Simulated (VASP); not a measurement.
# Nb2Br (P4/mmm) in VASP: further runs

Runs on Nb2Br. Level: PBE. Tasks: single point.

Everything below comes from runs of VASP 6.6.1. Logs are shortened: lines on timing, memory, paths and dates and some standing lists are left out, and cuts for length are marked.

## Step 1: The structure

It takes space group P4/mmm (No. 123, tetragonal). Conventional cell: a = 4.475 Å, b = 4.475 Å, c = 2.991 Å, α = 90.00°, β = 90.00°, γ = 90.00°. Around Nb (site symmetry mmm) lie 4 Br at 2.69 Å and 2 Nb at 2.99 Å. Br (site symmetry 4/mmm) is surrounded by 8 Nb at 2.69 Å and 2 Br at 2.99 Å.

The cell was built by a generator and needn't be a form met in nature.

## Step 2: Single point, PBE

Input file INCAR:

```
SYSTEM = Nb2Br
PREC = Accurate
ENCUT = 520
EDIFF = 1E-6
ISMEAR = 0
SIGMA = 0.1
LREAL = .FALSE.
LASPH = .TRUE.
NELM = 100
ALGO = Fast
ISIF = 2
LWAVE = .FALSE.
LCHARG = .FALSE.
GGA = PE
NBANDS = 24
```

Input file KPOINTS:

```
Automatic mesh
0
G
  10 10 16
  0 0 0
```

Input file POSCAR:

```
Nb2Br
1.0
    4.4750356631      0.0000000000      0.0000000000
    0.0000000000      4.4750356631      0.0000000000
    0.0000000000      0.0000000000      2.9911616562
Nb Br
2 1
Direct
    0.5000000000      0.0000000000      0.5000000000
    0.0000000000      0.5000000000      0.5000000000
    0.0000000000      0.0000000000      0.0000000000
```

Potentials or basis: VASP PAW PBE potentials, release 64 (Nb_sv, Br).

On the command line:

```console
$ cat potpaw_PBE.64/Nb_sv/POTCAR potpaw_PBE.64/Br/POTCAR > POTCAR
$ mpirun -np 1 vasp_std > vasp.out
```

OUTCAR:

```text
SYSTEM = Nb2Br
   PREC = Accurate
   ENCUT = 520
   EDIFF = 1E-6
   ISMEAR = 0
   LREAL = .FALSE.
   LASPH = .TRUE.
   NELM = 100
   ISIF = 2
   GGA = PE

 ion  position               nearest neighbor table
   1  0.500  0.000  0.500-   3 2.69   3 2.69   3 2.69   3 2.69
   2  0.000  0.500  0.500-   3 2.69   3 2.69   3 2.69   3 2.69
   3  0.000  0.000  0.000-   1 2.69   2 2.69   1 2.69   2 2.69   2 2.69   2 2.69   1 2.69   1 2.69

  LATTYP: Found a simple tetragonal cell.
 ALAT       =     4.4750356631
 C/A-ratio  =     0.6684106857

  Lattice vectors:

 A1 = (   4.4750356631,   0.0000000000,   0.0000000000)
 A2 = (   0.0000000000,   4.4750356631,   0.0000000000)
 A3 = (   0.0000000000,   0.0000000000,   2.9911616562)

Analysis of symmetry for initial positions (statically):
=====================================================================
 Subroutine PRICEL returns:
 Original cell was already a primitive cell.

 Routine SETGRP: Setting up the symmetry group for a
 simple tetragonal supercell.

 Subroutine GETGRP returns: Found 16 space group operations
 (whereof 16 operations were pure point group operations)
 out of a pool of 16 trial point group operations.

The static configuration has the point symmetry D_4h.

Analysis of symmetry for dynamics (positions and initial velocities):
=====================================================================
 Subroutine PRICEL returns:
 Original cell was already a primitive cell.

 Routine SETGRP: Setting up the symmetry group for a
 simple tetragonal supercell.

 Subroutine GETGRP returns: Found 16 space group operations
 (whereof 16 operations were pure point group operations)
 out of a pool of 16 trial point group operations.

The dynamic configuration has the point symmetry D_4h.

 Subroutine INISYM returns: Found 16 space group operations
 (whereof 16 operations are pure point group operations),
 and found     1 'primitive' translations

----------------------------------------------------------------------------------------

                                     Primitive cell

  volume of cell :      59.9008

  direct lattice vectors                    reciprocal lattice vectors
     4.475035663  0.000000000  0.000000000     0.223461906  0.000000000  0.000000000
     0.000000000  4.475035663  0.000000000     0.000000000  0.223461906  0.000000000
     0.000000000  0.000000000  2.991161656     0.000000000  0.000000000  0.334318273

  length of vectors
     4.475035663  4.475035663  2.991161656     0.223461906  0.223461906  0.334318273

  position of ions in fractional coordinates (direct lattice)
     0.500000000  0.000000000  0.500000000
     0.000000000  0.500000000  0.500000000
     0.000000000  0.000000000  0.000000000

  ion indices of the primitive-cell ions
   primitive index   ion index
                 1           1
                 2           2
                 3           3

----------------------------------------------------------------------------------------

 KPOINTS: Automatic mesh

Automatic generation of k-mesh.
 Grid dimensions read from file:
 generate k-points for:   10   10   16

 Generating k-lattice:

  Cartesian coordinates                     Fractional coordinates (reciprocal lattice)
     0.022346191  0.000000000  0.000000000     0.100000000  0.000000000  0.000000000
     0.000000000  0.022346191  0.000000000     0.000000000  0.100000000  0.000000000
     0.000000000  0.000000000  0.020894892     0.000000000  0.000000000  0.062500000

  Length of vectors
     0.022346191  0.022346191  0.020894892

  Shift w.r.t. Gamma in fractional coordinates (k-lattice)
     0.000000000  0.000000000  0.000000000

 Subroutine IBZKPT returns following result:
 ===========================================

 Found    189 irreducible k-points:

 Following reciprocal coordinates:
            Coordinates               Weight
  0.000000  0.000000  0.000000      1.000000
  0.100000  0.000000  0.000000      4.000000
  0.200000  0.000000  0.000000      4.000000
  0.300000  0.000000  0.000000      4.000000
  0.400000  0.000000  0.000000      4.000000
  0.500000  0.000000  0.000000      2.000000
[... 16 lines left out ...]
  0.100000  0.000000  0.062500      8.000000
  0.200000  0.000000  0.062500      8.000000
 [... further k-points ...]
   k-points           NKPTS =    189   k-points in BZ     NKDIM =    189   number of bands    NBANDS=     24
   number of dos      NEDOS =    301   number of ions     NIONS =      3
   total plane-waves  NPLWV =  31104
   dimension x,y,z NGX =    36 NGY =   36 NGZ =   24
   dimension x,y,z NGXF=    72 NGYF=   72 NGZF=   48
   ions per type =               2   1
   NGX,Y,Z   is equivalent  to a cutoff of  13.37, 13.37, 13.34 a.u.
   NGXF,Y,Z  is equivalent  to a cutoff of  26.75, 26.75, 26.68 a.u.
 SYSTEM =  Nb2Br
   PREC   = accura    normal or accurate (medium, high low for compatibility)
   ISTART =      0    job   : 0-new  1-cont  2-samecut
   ICHARG =      2    charge: 1-file 2-atom 10-const
   ISPIN  =      1    spin polarized calculation?
   LNONCOLLINEAR =      F non collinear calculations
   LSORBIT =      F    spin-orbit coupling
   LASPH  =      T    aspherical Exc in radial PAW
   ENCUT  =  520.0 eV  38.22 Ry    6.18 a.u.   8.32  8.32  5.56*2*pi/ulx,y,z
   NELM   =    100;   NELMIN=  2; NELMDL= -5     # of ELM steps
   EDIFF  = 0.1E-05   stopping-criterion for ELM
   LREAL  =      F    real-space projection
   EDIFFG = 0.1E-04   stopping-criterion for IOM
   NSW    =      0    number of steps for IOM
   IBRION =     -1    ionic relax: 0-MD 1-quasi-New 2-CG
   NFREE  =      0    steps in history (QN), initial steepest desc. (CG)
   ISIF   =      2    stress and relaxation
   ISYM   =      2    0-nonsym 1-usesym 2-fastsym
   POTIM  = 0.5000    time-step for ionic-motion
   TEBEG  =    0.0;   TEEND  =   0.0 temperature during run
   PSTRESS=    0.0 pullay stress
   NELECT =      33.0000    total number of electrons
   NUPDOWN=      -1.0000    fix difference up-down
   EMIN   =  10.00;   EMAX   =-10.00  energy-range for DOS
   EFERMI =   0.00;   METHOD = LEGACY
   ISMEAR =     0;   SIGMA  =   0.10  broadening in eV -4-tet -1-fermi 0-gaus
   EFERMI_NEDOS =   21; number of points for ismear=-14 and -15
   IALGO  =     68    algorithm
   IMIX   =      4    mixing-type and parameters
     AMIX     =   0.40;   BMIX     =  1.00
     AMIX_MAG =   1.60;   BMIX_MAG =  1.00
  volume/ion in A,a.u.               =      19.97       134.74
  Fermi-wavevector in a.u.,A,eV,Ry     =   1.342049  2.536106 24.505408  1.801097
  Thomas-Fermi vector in A             =   2.470234
   LORBIT       =      0    0 simple, 1 ext, 2 COOP (PROOUT), +10 PAW based schemes
   GGA     = PE    functional components
   LHFCALC =     F    Hartree Fock is set to
   AEXX    =    0.0000 exact exchange contribution
   IVDW    =     0    specifies the selected vdW correction
   LEPSILON=     F    determine dielectric tensor
   LRPA    =     F    only Hartree local field effects (RPA)
 non-spin polarized calculation
 RMM-DIIS sequential band-by-band and
 Gauss-broadening in eV      SIGMA  =   0.10
  energy-cutoff  :      520.00
  volume of cell :       59.90
 maximum number of plane-waves:      1639
 NGX is ok and might be reduce to    36
   NGX = 17   NGY = 17   NGZ = 11

 number of electron      33.0000003 magnetization

 Free energy of the ion-electron system (eV)
  ---------------------------------------------------
  ext. energy  EPLUGINS =         0.00000000
  ---------------------------------------------------
  free energy    TOTEN  =       -18.75199254 eV

  energy without entropy =      -18.73666770  energy(sigma->0) =      -18.74433012

 E-fermi :   9.7658     XC(G=0): -11.4086

 val. band max:        9.7597521600   @ k =   0.5000   0.1000   0.0625
 cond. band min:       9.7687530061   @ k =   0.2000   0.2000   0.1875
 fundamental gap:      0.0090008461
 Fermi energy:         9.7658121963

 k-point     1 :       0.0000    0.0000    0.0000
  band No.  band energies     occupation
      1     -45.5726      2.00000
      2     -45.5048      2.00000
      3     -21.8999      2.00000
      4     -21.8999      2.00000
      5     -21.4403      2.00000
      6     -21.4403      2.00000
[... 16 lines left out ...]
     23      13.1618      0.00000
     24      15.5108      0.00000

 k-point     2 :       0.1000    0.0000    0.0000
  band No.  band energies     occupation
      1     -45.5709      2.00000
      2     -45.5064      2.00000
      3     -21.8975      2.00000
      4     -21.8936      2.00000
      5     -21.4485      2.00000
      6     -21.4470      2.00000
[... 16 lines left out ...]
     23      12.8597      0.00000
     24      14.8978      0.00000

 k-point     3 :       0.2000    0.0000    0.0000
  band No.  band energies     occupation
      1     -45.5660      2.00000
      2     -45.5111      2.00000
      3     -21.8907      2.00000
      4     -21.8760      2.00000
      5     -21.4706      2.00000
      6     -21.4656      2.00000
[... 16 lines left out ...]
     23      12.2255      0.00000
     24      14.1574      0.00000

 k-point     4 :       0.3000    0.0000    0.0000
  band No.  band energies     occupation
      1     -45.5585      2.00000
      2     -45.5186      2.00000
      3     -21.8813      2.00000
      4     -21.8518      2.00000
      5     -21.4989      2.00000
      6     -21.4911      2.00000
[... 16 lines left out ...]
     23      12.3376      0.00000
     24      14.0207      0.00000

 k-point     5 :       0.4000    0.0000    0.0000
  band No.  band energies     occupation
      1     -45.5489      2.00000
      2     -45.5280      2.00000
      3     -21.8724      2.00000
      4     -21.8293      2.00000
      5     -21.5229      2.00000
      6     -21.5146      2.00000
[... 451 lines left out ...]
 k-point    22 :       0.0000    0.0000    0.0625
  band No.  band energies     occupation
      1     -45.5701      2.00000
      2     -45.5024      2.00000
      3     -21.8960      2.00000
      4     -21.8960      2.00000
      5     -21.4379      2.00000
      6     -21.4379      2.00000
[... 16 lines left out ...]
     23      13.1691      0.00000
     24      15.7016      0.00000

 k-point    23 :       0.1000    0.0000    0.0625
  band No.  band energies     occupation
      1     -45.5684      2.00000
      2     -45.5040      2.00000
      3     -21.8936      2.00000
      4     -21.8897      2.00000
      5     -21.4462      2.00000
      6     -21.4446      2.00000
[... 16 lines left out ...]
     23      12.8987      0.00000
     24      15.0508      0.00000

 k-point    24 :       0.2000    0.0000    0.0625
  band No.  band energies     occupation
      1     -45.5636      2.00000
      2     -45.5088      2.00000
      3     -21.8867      2.00000
      4     -21.8722      2.00000
      5     -21.4682      2.00000
      6     -21.4632      2.00000
[... 16 lines left out ...]
     23      12.3382      0.00000
     24      14.2983      0.00000

 [... further k-points ...]
[... 5 lines left out ...]
  --------------------------------------------------------------------------------------
  -------------------------------------------------------------------------------------
  Total       -0.0833825     -0.0833825     -0.0696438      0.0000000      0.0000000     -0.0000000
  in kB       -2.2302456     -2.2302456     -1.8627742      0.0000000      0.0000000     -0.0000000
  external PRESSURE =      -2.1077551 kB  Pullay stress =       0.0000000 kB

 VOLUME and BASIS-vectors are now :
 -----------------------------------------------------------------------------
  energy-cutoff  :      520.00
  volume of cell :       59.90
      direct lattice vectors                 reciprocal lattice vectors
     4.475035663  0.000000000  0.000000000     0.223461906  0.000000000  0.000000000
     0.000000000  4.475035663  0.000000000     0.000000000  0.223461906  0.000000000
     0.000000000  0.000000000  2.991161656     0.000000000  0.000000000  0.334318273

 POSITION                                       TOTAL-FORCE (eV/Angst)
 -----------------------------------------------------------------------------------
      2.23752      0.00000      1.49558         0.000000      0.000000      0.000000
      0.00000      2.23752      1.49558         0.000000      0.000000      0.000000
      0.00000      0.00000      0.00000         0.000000      0.000000      0.000000
 -----------------------------------------------------------------------------------
    total drift:                                0.000000      0.000000      0.000000

  FREE ENERGIE OF THE ION-ELECTRON SYSTEM (eV)
  ---------------------------------------------------
  free  energy   TOTEN  =       -18.7519925373 eV

  energy  without entropy=      -18.7366676981  energy(sigma->0) =      -18.74433012
```

Run time: 3.7 min. Hardware: 1 thread of Intel Xeon Platinum 8488C (Sapphire Rapids), shared host; peak memory 0.36 GiB.

What came out:

- Free energy: -18.7520 eV
- Pressure: -0.2 GPa
- Band gap on the k mesh: none (metal or under the smearing width)

Caveat: an odd number of electrons without spin polarisation forces a metal; a magnetic or distorted state may lie lower.

## Step 3: Single point, PBE (random cell by space group and Wyckoff sites (P4/mmm, No. 123))

Input file INCAR:

```
SYSTEM = Nb2Br
  ALGO = Fast
  EDIFF = 1E-6
  ENCUT = 520
  GGA = PE
  ISIF = 2
  ISMEAR = 0
  LASPH = .TRUE.
  LCHARG = .TRUE.
  LELF = .TRUE.
  LREAL = .FALSE.
  LVHAR = .TRUE.
  LWAVE = .FALSE.
  NBANDS = 24
  NELM = 100
  PREC = Accurate
  SIGMA = 0.1
```

Input file KPOINTS:

```
k-points
0
G
  10 10 16
  0 0 0
```

POSCAR is that of step 2.

Potentials or basis: VASP PAW PBE potentials, release 64 (Nb_sv, Br).

On the command line:

```console
$ cat potpaw_PBE.64/Nb_sv/POTCAR potpaw_PBE.64/Br/POTCAR > POTCAR
$ mpirun -np 1 vasp_std > vasp.out
```

Wall time 6.1 min (1 thread of Intel Xeon Platinum 8488C (Sapphire Rapids), shared host); peak memory 0.35 GiB.

The run converged. Its results:

| Quantity | Value |
| --- | --- |
| Free energy | -18.7520 eV |
| Pressure | -0.2 GPa |
| Band gap on the k mesh | none (metal or under the smearing width) |

Levels at points of the mesh, in eV from the Fermi level:
| k point | band 13 | band 14 | band 15 | band 16 | band 17 | band 18 | band 19 | band 20 |
| --- | --- | --- | --- | --- | --- | --- | --- | --- |
| (0.00, 0.00, 0.00) | -3.96 | -3.05 | -2.83 | -2.67 | 0.37 | 0.37 | 0.99 | 1.57 |
| (0.50, 0.00, 0.00) | -3.03 | -2.20 | -1.80 | -1.58 | 0.35 | 0.66 | 0.74 | 1.24 |
| (0.50, 0.50, 0.00) | -2.32 | -2.32 | -1.10 | -0.70 | -0.70 | 1.12 | 2.07 | 2.89 |
| (0.00, 0.00, 0.50) | -1.93 | -1.80 | -0.49 | -0.49 | 1.46 | 2.09 | 3.60 | 3.61 |
| (0.50, 0.00, 0.50) | -1.45 | -1.34 | -0.85 | -0.64 | -0.55 | -0.21 | -0.17 | 1.29 |
| (0.50, 0.50, 0.50) | -3.41 | -2.66 | -2.66 | -1.06 | 0.08 | 0.42 | 0.42 | 0.72 |

Caveat: an odd number of electrons without spin polarisation forces a metal; a magnetic or distorted state may lie lower.
